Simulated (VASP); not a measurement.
An input for Ansatz (written as the equivalent of a VASP run, and not itself run):

Ansatz 0.2 input:
```yaml
crystal:
  lattice:
    - [0.0000000, 3.3347290, 3.3347290]
    - [3.3347290, 0.0000000, 3.3347290]
    - [3.3347290, 3.3347290, 0.0000000]
  atoms:
    - { symbol: Hg, position: [0.0000000, 0.0000000, 0.0000000] }
    - { symbol: Te, position: [0.2500000, 0.2500000, 0.2500000] }
kpoints:
  mp_grid: { grid: [10, 10, 10] }
hamiltonian:
  xc: lda
  pseudopotentials: { kind: paw }
scf:
  occupations: { method: gaussian, width: 0.136 }
  max_iter: 100
relax:
  max_steps: 50
  f_tol: 0.005
  cell: {}
output: { forces: true, stress: true, eigenvalues: true }
```

### Question
Translate this input to VASP (INCAR, KPOINTS, POSCAR, choice of POTCAR).

### Answer
One answer among several that fit: 
KPOINTS:
```
Automatic
0
Gamma
10 10 10
```

### INCAR
```
SIGMA = 0.136   # width (eV)
ISIF = 3
ISMEAR = 0
NSW = 50
NELM = 100   # most electronic steps
ENCUT = 420
EDIFFG = -0.005   # ionic stop
IBRION = 2
SYSTEM = HgTe
LMAXMIX = 6
LWAVE = F
LASPH = T
LCHARG = F
ALGO = Normal   # blocked Davidson
PREC = Accurate
LREAL = F
EDIFF = 1E-09   # SCF stop (eV)
```

### POSCAR
```
HgTe
1
    0.0000000000     3.3347290000     3.3347290000
    3.3347290000     0.0000000000     3.3347290000
    3.3347290000     3.3347290000     0.0000000000
Hg Te
1 1
Direct
  0.0000000000   0.0000000000   0.0000000000
  0.2500000000   0.2500000000   0.2500000000
```

POTCAR, in this order: Hg Te (LDA.64 set). Program: vasp_std.

What does not carry over: each code has its own PAW files, so the cut-off isn't converted (ENCUT is set for VASP's; basis.ecutwfc is left out, and Ansatz then takes the one that its files recommend); Ansatz stops its SCF on the density residual and VASP on the energy change (EDIFF); Ansatz's lda is the Perdew-Wang form, while the LDA potentials of VASP carry Perdew-Zunger's.

The structure comes from a computed database's HgTe entry; how it stands against other phases isn't given here. This run relaxes it. Symmetry was kept, so distortions that lower it aren't found. The run is one of a series of settings (EDIFF = 1E-09, EDIFFG = -0.005, ENCUT = 420, IBRION = 2, ISIF = 3, NSW = 50, KPOINTS 10×10×10 Γ-centred mesh against the base run), some of them coarse on purpose.
